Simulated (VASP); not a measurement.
These are RPBE GGA, VASP's PBE PAW potentials (set 64) (plane waves; VASP 6.6.1) values and carry that method's errors. For the first row: Run with 520 eV cut-off, 8×8×8 Γ-centred mesh, Gaussian smearing of 0.050 eV, potentials Pb_d S.

```json
[
 {"system": "PbS (rock salt)", "energy (eV/atom)": "-4.0549"},
 {"system": "Pb atom", "energy (eV/atom)": "-0.6734"},
 {"system": "S atom", "energy (eV/atom)": "-1.1254"}
]
```

Atoms are spin-polarised in a large box without symmetry, with the spin fixed by Hund's rule, and may not be in the lowest state of each functional; no zero-point energy is added.  Spin-orbit coupling is left out, which shifts such energies by up to tenths of an eV for the heavy elements here.

Problem. What is the cohesive energy per atom of PbS?

Solution. The references average (1×(-0.6734) + 1×(-1.1254))/2 = -0.8994 eV, so the cohesive energy is -0.8994 − (-4.0549) = 3.155 eV/atom. Measured: 2.980 eV/atom at 0 K (as given by CRC Handbook of Chemistry and Physics, Standard Thermodynamic Properties of Chemical Substances; atomisation enthalpy at 298 K (2.968) less the gas atoms' H298-H0 (0.067), plus the solid's thermal (0.061) and zero-point (0.018) energy from a Debye model with theta = 183 K fitted to S(298) = 91.2 J/(mol K); atoms in their measured spin-orbit ground levels; the uncertainty is an estimate of this correction alone).
